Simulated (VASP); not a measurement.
Level of theory: PBE GGA, VASP's PBE PAW potentials (set 64) (plane waves; VASP).

VASP input:

KPOINTS:
```
K-points
0
gamma
7 7 4
0 0 0
```

**INCAR**
```
SYSTEM = ZnO
PREC = Accurate; ENCUT = 520; LREAL = .FALSE.
LASPH = .TRUE.
EDIFF = 1E-6; NELM = 100; ALGO = Normal
IMIX = 1; AMIX = 0.6; BMIX = 0.0001
LMAXMIX = 4
ISMEAR = 0; SIGMA = 0.05
GGA = PE
ISIF = 2
LWAVE = .FALSE.; LCHARG = .FALSE.
```

POSCAR:
```
ZnO
1
    1.6575000000    -2.8708750000     0.0000000000
    1.6575000000     2.8708750000     0.0000000000
    0.0000000000     0.0000000000     5.3142000000
Zn O
2 2
Direct
  0.6666670000   0.3333330000   0.5000000000
  0.3333330000   0.6666670000   0.0000000000
  0.6666670000   0.3333330000   0.8820000000
  0.3333330000   0.6666670000   0.3820000000
```

POTCAR, in this order: Zn O (PBE.64 set). Program: vasp_std.

The resulting files:

OSZICAR:
```
       N       E                     dE             d eps       ncg     rms          rms(c)
DAV:   1     0.285217866646E+03    0.28522E+03   -0.18920E+04  1056   0.235E+03
DAV:   2     0.971447783902E+01   -0.27550E+03   -0.26535E+03  1140   0.436E+02
DAV:   3    -0.204976522261E+02   -0.30212E+02   -0.29976E+02  1218   0.153E+02
DAV:   4    -0.211009901827E+02   -0.60334E+00   -0.60263E+00  1182   0.231E+01
DAV:   5    -0.211058458686E+02   -0.48557E-02   -0.48555E-02  1212   0.198E+00    0.140E+01
DAV:   6    -0.200634191836E+02    0.10424E+01   -0.36814E+01  1810   0.129E+02    0.126E+01
DAV:   7    -0.192398379040E+02    0.82358E+00   -0.26184E+01  1696   0.960E+01    0.759E+00
DAV:   8    -0.188809091675E+02    0.35893E+00   -0.20942E+01  1870   0.124E+02    0.782E+00
DAV:   9    -0.185011936954E+02    0.37972E+00   -0.14252E+01  1664   0.861E+01    0.592E+00
DAV:  10    -0.183016169784E+02    0.19958E+00   -0.10576E+01  1838   0.991E+01    0.523E+00
DAV:  11    -0.181169078320E+02    0.18471E+00   -0.68501E+00  1684   0.679E+01    0.408E+00
DAV:  12    -0.180242699190E+02    0.92638E-01   -0.45617E+00  1828   0.690E+01    0.332E+00
DAV:  13    -0.179528490457E+02    0.71421E-01   -0.28674E+00  1680   0.483E+01    0.259E+00
DAV:  14    -0.179163520305E+02    0.36497E-01   -0.17803E+00  1760   0.437E+01    0.203E+00
DAV:  15    -0.178911756726E+02    0.25176E-01   -0.11017E+00  1642   0.317E+01    0.158E+00
DAV:  16    -0.178773862972E+02    0.13789E-01   -0.66128E-01  1724   0.266E+01    0.123E+00
DAV:  17    -0.178685815189E+02    0.88048E-02   -0.40846E-01  1666   0.199E+01    0.957E-01
DAV:  18    -0.178633470557E+02    0.52345E-02   -0.24484E-01  1700   0.161E+01    0.752E-01
DAV:  19    -0.178600132301E+02    0.33338E-02   -0.15332E-01  1674   0.123E+01    0.592E-01
DAV:  20    -0.178579163581E+02    0.20969E-02   -0.93551E-02  1700   0.983E+00    0.469E-01
DAV:  21    -0.178566352740E+02    0.12811E-02   -0.59547E-02  1698   0.770E+00    0.372E-01
DAV:  22    -0.178557991740E+02    0.83610E-03   -0.37176E-02  1730   0.612E+00    0.299E-01
DAV:  23    -0.178552809424E+02    0.51823E-03   -0.24112E-02  1730   0.488E+00    0.240E-01
DAV:  24    -0.178549225383E+02    0.35840E-03   -0.15365E-02  1730   0.390E+00    0.194E-01
DAV:  25    -0.178547068720E+02    0.21567E-03   -0.10086E-02  1730   0.315E+00    0.156E-01
DAV:  26    -0.178545543896E+02    0.15248E-03   -0.65316E-03  1754   0.252E+00    0.127E-01
DAV:  27    -0.178544649377E+02    0.89452E-04   -0.43213E-03  1746   0.205E+00    0.103E-01
DAV:  28    -0.178543965191E+02    0.68419E-04   -0.28342E-03  1754   0.165E+00    0.838E-02
DAV:  29    -0.178543592802E+02    0.37239E-04   -0.19017E-03  1754   0.135E+00    0.685E-02
DAV:  30    -0.178543277532E+02    0.31527E-04   -0.12564E-03  1746   0.110E+00    0.559E-02
DAV:  31    -0.178543121945E+02    0.15559E-04   -0.84565E-04  1770   0.900E-01    0.457E-02
DAV:  32    -0.178542975264E+02    0.14668E-04   -0.56184E-04  1778   0.730E-01    0.374E-02
DAV:  33    -0.178542910824E+02    0.64439E-05   -0.37864E-04  1770   0.602E-01    0.307E-02
DAV:  34    -0.178542838868E+02    0.71957E-05   -0.25315E-04  1770   0.490E-01    0.251E-02
DAV:  35    -0.178542814125E+02    0.24743E-05   -0.17071E-04  1770   0.404E-01    0.206E-02
DAV:  36    -0.178542778171E+02    0.35954E-05   -0.11409E-04  1762   0.329E-01    0.169E-02
DAV:  37    -0.178542769874E+02    0.82968E-06   -0.76769E-05  1762   0.271E-01    0.138E-02
DAV:  38    -0.178542751377E+02    0.18497E-05   -0.51297E-05  1762   0.221E-01    0.113E-02
DAV:  39    -0.178542749527E+02    0.18498E-06   -0.34474E-05  1746   0.181E-01    0.926E-03
DAV:  40    -0.178542739547E+02    0.99794E-06   -0.22965E-05  1690   0.148E-01    0.755E-03
DAV:  41    -0.178542739931E+02   -0.38320E-07   -0.15283E-05  1634   0.121E-01    0.614E-03
DAV:  42    -0.178542734120E+02    0.58105E-06   -0.97831E-06  1428   0.985E-02
   1 F= -.17854273E+02 E0= -.17854273E+02  d E =-.715889E-13
```

OUTCAR:
```
------------------------ aborting loop because EDIFF is reached ----------------------------------------
  FORCE on cell =-STRESS in cart. coord.  units (eV):
  Direction    XX          YY          ZZ          XY          YZ          ZX
  --------------------------------------------------------------------------------------
  Total       -0.7310679     -0.7310683     -0.6257811      0.0000000      0.0000000     -0.0000000
  in kB      -23.1596824    -23.1596951    -19.8242765      0.0000000      0.0000000     -0.0000000
  external PRESSURE =     -22.0478847 kB  Pullay stress =       0.0000000 kB
  volume of cell :       50.57
      direct lattice vectors                 reciprocal lattice vectors
     1.657500000 -2.870875000  0.000000000     0.301659125 -0.174162929  0.000000000
     1.657500000  2.870875000  0.000000000     0.301659125  0.174162929  0.000000000
     0.000000000  0.000000000  5.314200000     0.000000000  0.000000000  0.188175078
  FREE ENERGIE OF THE ION-ELECTRON SYSTEM (eV)
  ---------------------------------------------------
  free  energy   TOTEN  =       -17.8542734120 eV

  energy  without entropy=      -17.8542734120  energy(sigma->0) =      -17.85427341
```
(Selected blocks of OUTCAR.)

### OUTCAR
```
 val. band max:        0.6760950558   @ k =   0.0000   0.0000   0.0000

 cond. band min:       1.3733830037   @ k =   0.0000   0.0000   0.0000


 Fermi energy:         0.9112255020

 k-point     1 :       0.0000    0.0000    0.0000
  band No.  band energies     occupation
      1     -16.9463      2.00000
      2     -16.3077      2.00000
      3      -4.7595      2.00000
      4      -4.7595      2.00000
      5      -4.6868      2.00000
      6      -4.5930      2.00000
      7      -4.5930      2.00000
      8      -4.4863      2.00000
      9      -3.7425      2.00000
     10      -3.7425      2.00000
     11      -3.5577      2.00000
     12      -3.5576      2.00000
     13      -3.2849      2.00000
     14      -0.0426      2.00000
     15      -0.0426      2.00000
     16       0.6049      2.00000
     17       0.6761      2.00000
     18       0.6761      2.00000
     19       1.3734      0.00000
     20       5.6386      0.00000
     21       8.7127      0.00000
     22      13.2121      0.00000

 k-point     2 :       0.1429   -0.0000    0.0000
  band No.  band energies     occupation
      1     -16.8497      2.00000
      2     -16.2663      2.00000
      3      -4.8492      2.00000
      4      -4.7013      2.00000
      5      -4.6429      2.00000
      6      -4.5837      2.00000
      7      -4.5100      2.00000
      8      -4.3606      2.00000
      9      -3.7806      2.00000
     10      -3.7454      2.00000
     11      -3.5495      2.00000
     12      -3.4476      2.00000
     13      -3.3050      2.00000
     14      -0.7208      2.00000
     15      -0.2884      2.00000
     16      -0.2634      2.00000
     17       0.4806      2.00000
     18       0.5411      2.00000
     19       2.5773      0.00000
     20       6.3870      0.00000
     21       8.7180      0.00000
     22      11.6009      0.00000

 k-point     3 :       0.2857   -0.0000    0.0000
  band No.  band energies     occupation
      1     -16.6142      2.00000
...
```

The compound is ZnO in the wurtzite structure. The cell was not relaxed at this level. The run is one of a series of settings (AMIX = 0.6, BMIX = 0.0001, IMIX = 1 against the base run), some of them coarse on purpose.
